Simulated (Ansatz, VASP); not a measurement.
# Cross-check of Bi (Bismuth) between VASP and Ansatz

Wanted: the spread between two codes on one cell, functional and k mesh. The cell is taken from a series of runs on this material, whose earlier steps may have relaxed, scaled, displaced or heated it; both programs get it as it stands.

Method: plane waves, with VASP 6.6.1 beside it; zone-centre phonons at PBEsol, in Ansatz 0.2.0.

### Step 1. Set-up

It takes space group R-3m (No. 166, trigonal). The conventional cell has a = 4.441 Å, b = 4.441 Å, c = 11.131 Å, α = 90.00°, β = 90.00°, γ = 120.00°. Bi has 6 Bi at 3.05 to 3.29 Å nearest.

Structure file:

```cif
data_structure
_symmetry_space_group_name_H-M 'P 1'
_symmetry_Int_Tables_number 1
_cell_length_a 4.5102
_cell_length_b 4.5102
_cell_length_c 4.5102
_cell_angle_alpha 58.988
_cell_angle_beta 58.988
_cell_angle_gamma 58.988
_cell_volume 63.38
loop_
_atom_site_label
_atom_site_type_symbol
_atom_site_fract_x
_atom_site_fract_y
_atom_site_fract_z
_atom_site_occupancy
Bi1 Bi 0.24065 0.24065 0.24065 1
Bi2 Bi 0.75935 0.75935 0.75935 1
```

### Step 2. VASP: zone-centre phonons, PBEsol

Second derivatives magnify differences that forces hide, and they need a tight electronic threshold.

Lines of VASP's logs that name or quote its potential files are left out, and so is its time.

Contents of INCAR:

```
SYSTEM = Bi
PREC = Accurate
ENCUT = 500
EDIFF = 1E-08
NELM = 120
ISMEAR = 1
SIGMA = 0.2
LREAL = .FALSE.
ALGO = Normal
GGA = PS
NBANDS = 21
LORBIT = 11
LWAVE = .FALSE.
LCHARG = .FALSE.
ISIF = 2
IBRION = 8
LASPH = .TRUE.
GGA_COMPAT = .FALSE.
KPAR = 2
```

Contents of POSCAR:

```
Bi
1.0
    2.2205098858      1.2820119803      3.7104990290
   -2.2205098858      1.2820119803      3.7104990290
    0.0000000000     -2.5640239607      3.7104990290
Bi
2
Direct
    0.2406495320      0.2406495320      0.2406495320
    0.7593504680      0.7593504680      0.7593504680
```

Contents of KPOINTS:

```
Automatic mesh
0
Gamma
12 12 12
0 0 0
```

The projector-augmented-wave data sets are Bi_d (PBE family, release 64).

Run with:

```sh
> mpirun -np 2 vasp_std
```

Numbers of over 12 decimals in the logs are rounded to 6 here.

The program printed:

```text
[banner, memory and clock lines left out]
running    2 mpi-ranks, on    1 nodes
 distrk:  each k-point on    1 cores,    2 groups
 distr:  one band on    1 cores,    1 groups

 POSCAR found type information on POSCAR Bi
 POSCAR found :  1 types and       2 ions
|                                                                             |
|               ----> ADVICE to this user running VASP <----                  |
|                                                                             |
|     You enforced a specific xc type in the INCAR file but a different       |
|     [... a line on the potential file left out ...]
|     I HOPE YOU KNOW WHAT YOU ARE DOING!                                     |
|                                                                             |

 LDA part: xc-table for (Slater+PW92), standard interpolation
 POSCAR, INCAR and KPOINTS ok, starting setup
 FFT: planning ... GRIDC
 FFT: planning ... GRID_SOFT
 FFT: planning ... GRID
 WAVECAR not read
 entering main loop
       N       E                     dE             d eps       ncg     rms          rms(c)
DAV:   1     0.302093933842E+03    0.30209E+03   -0.16103E+04  7951   0.173E+03
DAV:   2     0.164139867274E+02   -0.28568E+03   -0.27931E+03  8013   0.447E+02
DAV:   3    -0.769341741752E+01   -0.24107E+02   -0.23763E+02  9419   0.145E+02
DAV:   4    -0.851984217868E+01   -0.82642E+00   -0.82578E+00  9400   0.295E+01
DAV:   5    -0.855820614389E+01   -0.38364E-01   -0.38363E-01 11386   0.564E+00    0.107E+00
DAV:   6    -0.854573633787E+01    0.12470E-01   -0.19942E-02 10224   0.171E+00    0.610E-01
DAV:   7    -0.854063443663E+01    0.51019E-02   -0.11879E-02 10676   0.136E+00    0.118E-01
DAV:   8    -0.854055158973E+01    0.82847E-04   -0.11914E-03  9210   0.433E-01    0.153E-02
DAV:   9    -0.854055564043E+01   -0.40507E-05   -0.51308E-05 11941   0.658E-02    0.616E-03
DAV:  10    -0.854055502326E+01    0.61717E-06   -0.19280E-06  9997   0.112E-02    0.164E-03
DAV:  11    -0.854055517008E+01   -0.14683E-06   -0.25284E-07 10508   0.360E-03    0.633E-04
DAV:  12    -0.854055514987E+01    0.20212E-07   -0.36775E-08  7623   0.250E-03    0.178E-04
DAV:  13    -0.854055520011E+01   -0.50237E-07   -0.56399E-09  5239   0.908E-04    0.398E-05
DAV:  14    -0.854055520056E+01   -0.45611E-09   -0.10657E-09  4864   0.390E-04
   1 F= -.85405552E+01 E0= -.85411903E+01  d E =0.190526E-02
 Linear response reoptimize wavefunctions to high precision
DAV:   1    -0.854055520454E+01   -0.39768E-08   -0.57099E-10  4984   0.320E-04
DAV:   2    -0.854055520456E+01   -0.22737E-10   -0.18290E-10  4729   0.141E-04
 Linear response DOF=           2
 Linear response progress:
  Degree of freedom:   1/  2
       N       E                     dE             d eps       ncg     rms          rms(c)
RMM:   1    -0.328115434208E+00   -0.32812E+00    0.25196E-01 48230   0.847E+00
RMM:   2    -0.336824361828E+00   -0.87089E-02   -0.21130E-02 62337   0.121E+00    0.496E-02
RMM:   3    -0.337088616776E+00   -0.26425E-03   -0.17436E-03 66372   0.342E-01    0.283E-02
RMM:   4    -0.337020655035E+00    0.67962E-04   -0.14928E-04 68530   0.108E-01    0.634E-03
RMM:   5    -0.337034903092E+00   -0.14248E-04   -0.20878E-05 65452   0.366E-02    0.246E-03
RMM:   6    -0.337035562368E+00   -0.65928E-06   -0.46908E-06 67451   0.154E-02    0.108E-03
RMM:   7    -0.337028808245E+00    0.67541E-05   -0.18295E-06 67886   0.539E-03    0.342E-04
RMM:   8    -0.337024388813E+00    0.44194E-05    0.10606E-07 69154   0.197E-03    0.124E-04
RMM:   9    -0.337022232957E+00    0.21559E-05    0.59029E-07 70777   0.805E-04    0.377E-05
RMM:  10    -0.337021959132E+00    0.27383E-06    0.10067E-07 72275   0.379E-04    0.250E-05
RMM:  11    -0.337021630691E+00    0.32844E-06    0.18943E-07 70457   0.220E-04    0.133E-05
RMM:  12    -0.337021196239E+00    0.43445E-06    0.58664E-08 69691   0.132E-04    0.300E-06
RMM:  13    -0.337021252568E+00   -0.56328E-07    0.19915E-08 73053   0.812E-05    0.248E-06
RMM:  14    -0.337021174987E+00    0.77581E-07    0.15135E-08 69558   0.614E-05    0.549E-07
RMM:  15    -0.337021171556E+00    0.34307E-08    0.18245E-09 67965   0.522E-05    0.234E-07
 first order change of Fermi-energy  -0.10669E-04
 force on displaced ion       1 direction 1 :  -1.202   0.000   0.000
 Linear response progress:
  Degree of freedom:   2/  2
       N       E                     dE             d eps       ncg     rms          rms(c)
RMM:   1    -0.328324688694E+00   -0.32832E+00    0.26920E-01 10484   0.854E+00
RMM:   2    -0.336955745050E+00   -0.86311E-02   -0.20546E-02 13608   0.120E+00    0.444E-02
RMM:   3    -0.337130119111E+00   -0.17437E-03   -0.16551E-03 14522   0.334E-01    0.249E-02
RMM:   4    -0.336981082794E+00    0.14904E-03   -0.14748E-04 14846   0.108E-01    0.562E-03
RMM:   5    -0.336991877615E+00   -0.10795E-04   -0.19322E-05 14722   0.343E-02    0.305E-03
RMM:   6    -0.337002212725E+00   -0.10335E-04   -0.36494E-06 14060   0.151E-02    0.885E-04
RMM:   7    -0.337001366381E+00    0.84634E-06   -0.48219E-07 14724   0.505E-03    0.533E-04
RMM:   8    -0.336996611500E+00    0.47549E-05   -0.66369E-08 13459   0.186E-03    0.974E-05
RMM:   9    -0.336995764320E+00    0.84718E-06   -0.86911E-09 15371   0.831E-04    0.541E-05
RMM:  10    -0.336995397414E+00    0.36691E-06    0.41125E-08 15090   0.326E-04    0.316E-05
RMM:  11    -0.336995081198E+00    0.31622E-06    0.40783E-08 14755   0.181E-04    0.851E-06
RMM:  12    -0.336995055055E+00    0.26143E-07    0.46801E-09 15552   0.101E-04    0.208E-06
RMM:  13    -0.336995043501E+00    0.11553E-07    0.50944E-10 14465   0.659E-05    0.102E-06
RMM:  14    -0.336995034945E+00    0.85559E-08   -0.71955E-09 16078   0.500E-05    0.559E-07
 first order change of Fermi-energy   0.42273E-01
 force on displaced ion       1 direction 3 :   0.000   0.000  -3.417
 Linear response finished
```

OUTCAR, selected parts (step 2):

```text
ion  position               nearest neighbor table
   1  0.241  0.241  0.241-   2 3.05   2 3.05   2 3.05   2 3.29   2 3.29   2 3.29
   2  0.759  0.759  0.759-   1 3.05   1 3.05   1 3.05   1 3.29   1 3.29   1 3.29

  LATTYP: Found a trigonal (rhomboedric) cell.
 ALAT       =     4.5102130676
 COS(alpha) =     0.5152237891

 Subroutine GETGRP returns: Found 12 space group operations
 (whereof 12 operations were pure point group operations)

The static configuration has the point symmetry D_3d.

 Found    189 irreducible k-points:

   k-points           NKPTS =    189   k-points in BZ     NKDIM =    189   number of bands    NBANDS=     21

   dimension x,y,z NGX =    36 NGY =   36 NGZ =   36
   dimension x,y,z NGXF=    72 NGYF=   72 NGZF=   72

   ENCUT  =  500.0 eV  36.75 Ry    6.06 a.u.   8.22  8.22  8.22*2*pi/ulx,y,z

   NELECT =      30.0000    total number of electrons

 k-points in reciprocal lattice and weights: Automatic mesh
   0.00000000  0.00000000  0.00000000       0.001
   0.08333333 -0.00000000  0.00000000       0.003
   0.16666667 -0.00000000 -0.00000000       0.003
   0.25000000 -0.00000000  0.00000000       0.003
   0.33333333  0.00000000 -0.00000000       0.003
   0.41666667  0.00000000  0.00000000       0.003
   0.50000000 -0.00000000  0.00000000       0.002
   0.08333333  0.08333333  0.00000000       0.003
   0.16666667  0.08333333 -0.00000000       0.007
[...]
-0.41666667  0.50000000  0.41666667       0.003
   0.50000000  0.50000000  0.50000000       0.001

 average (electrostatic) potential at core
       1-103.2011       2-103.2011

  Total        1.6090248      1.6090248      1.6104776      0.0000000     -0.0000000      0.0000000
  in kB       40.6766281     40.6766281     40.7133568      0.0000000     -0.0000000      0.0000000
  external PRESSURE =      40.6888710 kB  Pullay stress =       0.0000000 kB

  energy-cutoff  :      500.00
  volume of cell :       63.38
      direct lattice vectors                 reciprocal lattice vectors
     2.220509886  1.282011980  3.710499029     0.225173508  0.130003985  0.089835176
    -2.220509886  1.282011980  3.710499029    -0.225173508  0.130003985  0.089835176
     0.000000000 -2.564023961  3.710499029     0.000000000 -0.260007971  0.089835176

 POSITION                                       TOTAL-FORCE (eV/Angst)
 -----------------------------------------------------------------------------------
      0.00000     -0.00000      2.67879         0.000000     -0.000000      0.003059
      0.00000     -0.00000      8.45271         0.000000      0.000000     -0.003059
 -----------------------------------------------------------------------------------
    total drift:                               -0.000000      0.000000     -0.000000

 Eigenvectors and eigenvalues of the dynamical matrix
 ----------------------------------------------------

   1 f  =    2.827025 THz    17.762722 2PiTHz   94.299403 cm-1    11.691631 meV
             X         Y         Z           dx          dy          dz
      0.000000 -0.000000  2.678790    -0.000000   -0.000000    0.707107
      0.000000 -0.000000  8.452708     0.000000    0.000000   -0.707107

   2 f  =    1.676788 THz    10.535571 2PiTHz   55.931632 cm-1     6.934635 meV
             X         Y         Z           dx          dy          dz
      0.000000 -0.000000  2.678790    -0.000000   -0.707107   -0.000000
      0.000000 -0.000000  8.452708     0.000000    0.707107    0.000000

   3 f  =    1.676788 THz    10.535571 2PiTHz   55.931632 cm-1     6.934635 meV
             X         Y         Z           dx          dy          dz
      0.000000 -0.000000  2.678790     0.707107   -0.000000    0.000000
      0.000000 -0.000000  8.452708    -0.707107    0.000000    0.000000

   4 f  =    0.000000 THz     0.000000 2PiTHz    0.000001 cm-1     0.000000 meV
             X         Y         Z           dx          dy          dz
      0.000000 -0.000000  2.678790    -0.280903    0.648917   -0.000001
      0.000000 -0.000000  8.452708    -0.280903    0.648917   -0.000001

   5 f  =    0.000000 THz     0.000000 2PiTHz    0.000000 cm-1     0.000000 meV
             X         Y         Z           dx          dy          dz
      0.000000 -0.000000  2.678790     0.648917    0.280903   -0.000001
      0.000000 -0.000000  8.452708     0.648917    0.280903   -0.000001

   6 f/i=    0.000000 THz     0.000000 2PiTHz    0.000001 cm-1     0.000000 meV
             X         Y         Z           dx          dy          dz
      0.000000 -0.000000  2.678790    -0.000000   -0.000001   -0.707107
      0.000000 -0.000000  8.452708    -0.000000   -0.000001   -0.707107

 ELASTIC MODULI CONTR FROM IONIC RELAXATION (kBar)
 Direction    XX          YY          ZZ          XY          YZ          ZX
 --------------------------------------------------------------------------------
 XX        -159.7588     58.7764    -81.6739     -0.0000    205.6939      0.0000
 YY          58.7764   -159.7588    -81.6739      0.0000   -205.6939     -0.0000
 ZZ         -81.6739    -81.6739   -132.1145      0.0000      0.0000     -0.0000
 XY          -0.0000      0.0000      0.0000   -109.2676      0.0000    203.1734
 YZ         205.6939   -205.6939      0.0000      0.0000   -387.2146     -0.0000
 ZX           0.0000     -0.0000     -0.0000    203.1734     -0.0000   -377.7829
 --------------------------------------------------------------------------------
```

### Step 3. Ansatz: zone-centre phonons, PBEsol

Ansatz runs on its PAW soft_1 files.

The same cell, functional, mesh and smearing now go to Ansatz, which takes its cutoff from its data sets.

Contents of input.yaml:

```yaml
crystal:
  lattice:
    - [2.2205098858, 1.2820119803, 3.710499029]
    - [-2.2205098858, 1.2820119803, 3.710499029]
    - [0.0, -2.5640239607, 3.710499029]
  atoms:
    - { symbol: Bi, position: [0.240649532, 0.240649532, 0.240649532] }
    - { symbol: Bi, position: [0.759350468, 0.759350468, 0.759350468] }
kpoints:
  mp_grid: { grid: [12, 12, 12] }
hamiltonian:
  xc: pbesol
  pseudopotentials: { kind: paw, azcp: { folder: soft_1 }, xc_functional: pbe }
scf:
  occupations: { method: methfessel_paxton, width: 0.2 }
output:
  eigenvalues: true
phonons:
  method: dfpt
```

Run with:

```sh
> ansatz run input.yaml --threads 4 --pin off --max-ram 10240MiB --backend cpu --events-out ev --progress --plain --runs-dir out
```

The program printed:

```text
Engine: ansatz 0.2.0, x86_64-unknown-linux-gnu
Pseudopotentials: kind: paw
Pseudopotential: Bi, paw, valence charge 15, recommended cutoff 420 eV (normal), soft_1/Bi.paw.azcp
Functional definition: PBEsol
  exchange = pbesol_x
  correlation = pbesol_c
Crystal: 2 atoms, lattice volume = 63.377 Å³
Basis set: ecut = 420 eV, 1243 PW (Γ), exchange–correlation on 64×64×64 points (8 copies of the dense FFT grid, shifted against one another)
Bands: 19, of which v1, the nominal top of the filled ones, is band 15 counted from 1 (14 counted from 0)
Symmetry: 12 space group operations
k-points: 476 of 1728 (irreducible under 2 space group operations, time reversal used)
Non-local potential: Bi, projectors of the file, l = 0: 2, l = 1: 2, l = 2: 2, l = 3: 1
PAW form: soft (Blöchl's): semilocal exchange-correlation on the pseudo side does not see the compensation charge
PAW frozen core: Bi, regenerated for the run's functional, and the local potential with it (the file was generated under x = pbe(κ = 0.804, μ = 0.219515), c = pbe(β = 0.066725))
PAW one-centre angular grid: Bi, 590 points (default); XC on 64 Gauss nodes
Initial density: superposition of atomic densities (chi_scale 0.1, normalization cell)
Initial wavefunctions: pseudopotential atomic-orbital guess
Functional: x = pbesol(κ = 0.804, μ = 0.123457), c = pbesol(β = 0.046)
SCF iter   1: F=—  HF=-24488.878434 eV  |F-HF|=—  |Δ(HF+E_count)|=         —  Δρ=1.12e-2  dr2=6.57e-2  ethr=3.10e-3  ⟨swp⟩=5.5  Hψ=43672  notcnv=0
preconditioner: auto → Kerker (q_TF=auto, 2.409 Å⁻¹)  [metal: Δε(μ)=0.016 eV  Ē_g=20.507 eV  σ=0.200 eV  W_gap=0.07  n_scr=14 (ndim 8)  ℏωp=25.5 eV  f_vac=0.000  D(μ)=0.30/eV (n_scr^D=0)]
SCF iter   2: F=—  HF=-24488.870022 eV  |F-HF|=—  |Δ(HF+E_count)|=   8.41e-3  S|Δr|=    0.00e0  Δρ=7.18e-3  dr2=2.79e-2  ethr=2.19e-4  ⟨swp⟩=1.0  Hψ=12852  notcnv=0
SCF iter   3: F=—  HF=-24488.866805 eV  |F-HF|=—  |Δ(HF+E_count)|=   3.22e-3  S|Δr|=    0.00e0  Δρ=8.79e-4  dr2=7.14e-4  ethr=9.30e-5  ⟨swp⟩=2.0  Hψ=16190  notcnv=0
SCF iter   4: F=—  HF=-24488.866788 eV  |F-HF|=—  |Δ(HF+E_count)|=   1.63e-5  S|Δr|=    0.00e0  Δρ=3.28e-4  dr2=8.60e-5  ethr=2.38e-6  ⟨swp⟩=2.0  Hψ=16190  notcnv=0
SCF iter   5: F=—  HF=-24488.866795 eV  |F-HF|=—  |Δ(HF+E_count)|=   6.48e-6  S|Δr|=    0.00e0  Δρ=1.57e-4  dr2=2.17e-5  ethr=2.87e-7  ⟨swp⟩=2.0  Hψ=15232  notcnv=0
SCF iter   6: F=—  HF=-24488.866783 eV  |F-HF|=—  |Δ(HF+E_count)|=   1.21e-5  S|Δr|=    0.00e0  Δρ=2.01e-5  dr2=3.83e-7  ethr=7.25e-8  ⟨swp⟩=2.0  Hψ=16190  notcnv=0
SCF iter   7: F=—  HF=-24488.866785 eV  |F-HF|=—  |Δ(HF+E_count)|=   2.79e-6  S|Δr|=    0.00e0  Δρ=3.88e-6  dr2=1.67e-8  ethr=1.28e-9  ⟨swp⟩=2.0  Hψ=11788  notcnv=0
SCF iter   8: F=—  HF=-24488.866785 eV  |F-HF|=—  |Δ(HF+E_count)|=   1.20e-9  S|Δr|=    0.00e0  Δρ=9.59e-7  dr2=7.93e-10  ethr=5.56e-11  ⟨swp⟩=2.1  Hψ=11441  notcnv=0
SCF iter   9: F=-24488.866785 eV  HF=-24488.866785 eV  |F-HF|=2.55e-11  |Δ(HF+E_count)|=  1.09e-11  S|Δr|=    0.00e0  Δρ=1.55e-7  dr2=9.22e-12  ethr=1.00e-12  ⟨swp⟩=4.3  Hψ=44683  notcnv=0
SCF 1 converged in 9 iterations: F = -24488.866785 eV  dr2 = 9.22e-12
  greatest PAW one-centre occupation: 0.988 electrons in one spin orbital (limit 2), on the Bi atom at site 1 (counted from 0), in its partial waves of l = 2
DFPT response loops at Γ: preconditioner auto → Kerker (q_TF=auto, 2.409 Å⁻¹) (partly filled bands, converged f_vac=0.000); β = 1.00, the filter's whole step (`scf.mixing.beta` (0.50) is not read by the response loops under this deck's `scf.mixing.preconditioner`; to damp them name `kerker` or `kerker_dos`, under which they read `scf.mixing.beta`, and type it under 1.00, their step now; both keys bind the ground state too); Broyden in place of MSR1
SCF converged after 9 iterations
Stability not checked: this state was not tested for a lower state beside it, because cold or Methfessel-Paxton smearing, or corrected tetrahedra, fill the levels in a way that the test cannot read (fill_not_monotonic; see scf.lower_state_search)
Free energy (F): -24488.866785 eV
Harris-Foulkes:  -24488.866785 eV  (|F-HF|=2.55e-11)
Internal energy: -24488.868684 eV  (E = F + TS)
E sigma→0 (E₀):  -24488.867260 eV
Entropy (-TS):   0.001898 eV (0.949 meV/atom)
Fermi energy:    11.228065 eV
--- Per-component energies (eV) ---
  E_band       = -176.973869
  E_kinetic    = 511.385518
  E_local      = -2545.811547  (includes V_loc(G=0)·N_el)
  E_nonlocal   = 820.859047
  E_hartree    = 945.971580
  E_xc         = -301.814170
  E_vxc        = -263.232515  (∫ρ·V_xc dr)
  E_paw        = -21019.439491  (= ΣΔE_a)
  E_vpaw       = -592.117969  (= ΣTr[D̂ρ^β])
  E_aug_tail   = 0.000424  (compensation charges beyond the density's cutoff)
  E_ewald      = -2900.199633
  E_core_change = 0.179589  (= ΣΔE_core)
  E_smearing   = 0.001898  (= −TS)
  E_closure    = -0.000000  (closes the sum)
  Σ components = -24488.866785   (vs F -24488.866785, Δ=0.00e0)
--- Band table (eV; the first three rows and the last of 476) ---
  k-point 0: bands = [... 11 lower, 4.1208, 9.6159, 9.7559, 9.7559, 14.3045, 14.4770, 14.4770, 16.6131]
  k-point 1: bands = [... 11 lower, 3.9064, 9.6489, 9.7701, 9.8211, 14.0466, 14.1327, 14.2325, 16.2449]
  k-point 2: bands = [... 11 lower, 3.3356, 9.7242, 9.8181, 9.9835, 13.2814, 13.5809, 13.6488, 16.0567]
  k-point 475: bands = [... 11 lower, 0.5461, 10.4749, 10.6635, 10.6635, 11.4130, 11.4130, 11.5317, 19.0054]
--- Phonons (Γ-DFPT): 2 representative perturbations + reference, on 476 of 1728 k-points (Σ response iterations 6) ---
  k mesh reduced under 2 symmetry operations, with k and −k counted as one. Each operation leaves every solved perturbation unchanged. A smaller set is not used because it would not reduce the number of displacements times k-points to solve
  ASR residual: 4.353e-5 → 0.000e0 eV/Å²; symmetrization residual: 1.176e-5 eV/Å²
  ASR residual per site (eV/Å²): 4.35e-5 4.35e-5
  Γ frequencies (cm⁻¹): 0.00 0.00 0.00 55.66 55.66 93.90
  non-analytic LO–TO correction: not included (Born effective charges unavailable; polar crystals: no LO–TO splitting at Γ)
```

### Step 4. Differences

Known differences besides the potentials themselves: the cutoff is 420 eV in Ansatz and 500 eV in VASP; Ansatz makes its cores anew for this functional, VASP keeps those of its PBE data sets. Total energies have different zeros and are not compared.

Both answers:

| quantity | Ansatz | VASP | difference |
| --- | --- | --- | --- |
| optical mode 1 to 2 (cm⁻¹) | 55.7 | 55.9 | -0.49 % |
| optical mode 3 (cm⁻¹) | 93.9 | 94.3 | -0.42 % |

Modes are paired by rising frequency, not by their patterns, so a pair may set unlike modes beside each other; they are those without the splitting of longitudinal modes.

### Step 5. Summary of results

| Quantity | Value |
| --- | --- |
| r.m.s. difference of the optical zone-centre modes, each program's sorted by frequency (zone-centre phonons, PBEsol) | 0.32 cm⁻¹ |

What this shows: The r.m.s. difference of the optical zone-centre modes, each program's sorted by frequency is 0.32 cm⁻¹ (zone-centre phonons, PBEsol). Such differences can come from data sets, numerical settings and the points named under the comparisons, not from the functional's error against experiment.

[Lines on the potential files, build, host, timing and source positions are cut from VASP's logs without a mark.]

[Logs are printed without paths, hosts, clocks, repeated set-up lines and the standing remarks that a program may print on its own settings, such as how far it seeks lower states.]

[Hosts, paths, dates, database ids (printed as entryN), source tags and the programs' standing remarks are cut or masked in the printed files.]
